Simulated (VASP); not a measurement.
A convergence study with VASP on MgTe (zinc blende): one setting is varied, all else stays as given below, so the limit is that of these other settings. Each run relaxes cell and ions from the cell shown.

```yaml
crystal:
  lattice:
    - [0.00000, 3.21000, 3.21000]
    - [3.21000, 0.00000, 3.21000]
    - [3.21000, 3.21000, 0.00000]
  atoms:
    - { symbol: Mg, position: [0.00000, 0.00000, 0.00000] }
    - { symbol: Te, position: [0.25000, 0.25000, 0.25000] }
```

Level of theory: PBE GGA, VASP's PBE PAW potentials (set 64) (plane waves; VASP). The tightest run used: 550 eV cut-off, 11×11×11 Γ-centred mesh, Gaussian smearing of 0.050 eV, potentials Mg Te.

Unless said otherwise, spin-orbit coupling is left out, though it shifts the bands of the heavy elements here. Gaps are read on the run's mesh, which can miss a band edge.

| setting | relaxed volume (Å³/atom) | E (eV/atom) | gap on the mesh (eV) | irreducible k-points |
|---|---|---|---|---|
| 2×2×2 mesh | 37.127 | -2.7819 | 1.921 | 3 |
| 3×3×3 mesh | 34.967 | -3.1327 | 2.237 | 4 |
| 4×4×4 mesh | 34.567 | -3.1882 | 2.302 | 8 |

### Question
These are the cheaper rows. Estimate the results at 11×11×11 mesh, and how far the last row shown lies from them.

### Answer

```json
[
 {"quantity": "relaxed volume (Å³/atom)", "tightest run": "34.450", "last row shown is off by": "0.117"},
 {"quantity": "E (eV/atom)", "tightest run": "-3.2020", "last row shown is off by": "0.0139"},
 {"quantity": "gap on the mesh (eV)", "tightest run": "2.322", "last row shown is off by": "-0.020"}
]
```

Left out are rungs that failed or repeat a setting and relaxations that didn't move; long series are thinned to 24 rows.

The compound is MgTe in the zinc blende structure, whereas wurtzite is the usual form.
